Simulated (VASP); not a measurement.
**MoI: relaxation of cell and atoms with LDA**

MoI:

```
CELL_PARAMETERS angstrom
0.00000 3.17885 3.17885
3.17885 0.00000 3.17885
3.17885 3.17885 0.00000
ATOMIC_POSITIONS crystal
Mo 0.00000 0.00000 0.00000
I 0.75000 0.75000 0.75000
```

The cell was built by a generator and needn't be a form met in nature.

```json
{
 "Program": "VASP 6.6.1",
 "Task": "relaxation of cell and atoms",
 "Functional": "LDA",
 "Potentials or basis": "VASP PAW LDA potentials, release 64 (Mo_sv, I)",
 "Cutoff": "600 eV",
 "k mesh": "5 × 5 × 5",
 "Occupations": "fermi-dirac, width 0.05 eV",
 "Spin": "spin-orbit coupling, no magnetisation",
 "Further INCAR settings": "ALGO = Fast; EDIFF = 1e-06; IBRION = 2; EDIFFG = -0.01; NSW = 40; ISIF = 3"
}
```

| Quantity | Value |
| --- | --- |
| Relaxed volume | 26.52 Å³/atom |
| Relaxed cell | a = 4.217 Å, b = 4.217 Å, c = 4.217 Å, α = 60.00°, β = 60.00°, γ = 60.00° |
| Space group after relaxing (to 0.05 Å) | F-43m (No. 216) |
| Energy gained by relaxing | 240.4 meV/atom |
| Ionic steps | 7 |
| Pressure after relaxing | 0.0 GPa |
| Valence electrons inside the program's atomic spheres | Mo 12.61; I 4.41 |

Step by step:
| step | energy change (eV) | largest force (eV/Å) | pressure (GPa) | volume (Å³) |
| --- | --- | --- | --- | --- |
| 1 | 0.0000 | 0.0000 | -11.31 | 64.25 |
| 2 | -0.0362 | 0.0000 | 21.57 | 45.39 |
| 3 | -0.4803 | 0.0000 | -0.49 | 53.31 |
| 4 | -0.4807 | 0.0000 | -0.10 | 53.10 |
| 5 | -0.4806 | 0.0000 | 0.27 | 52.89 |
| 6 | -0.4806 | 0.0000 | -0.26 | 53.20 |
| 7 | -0.4807 | 0.0000 | -0.01 | 53.04 |

Final structure:
```yaml
crystal:
  lattice:
    - [0.00000, 2.98220, 2.98220]
    - [2.98220, 0.00000, 2.98220]
    - [2.98220, 2.98220, 0.00000]
  atoms:
    - { symbol: Mo, position: [0.00000, 0.00000, 0.00000] }
    - { symbol: I, position: [0.75000, 0.75000, 0.75000] }
```

Run time: 3.4 min on 1 thread of Intel(R) Xeon(R) 6975P-C (Granite Rapids), with other jobs on the host, peak memory 0.34 GiB.

Caveat: the volume moved by over 15 % at a fixed basis, so the end points are rough.
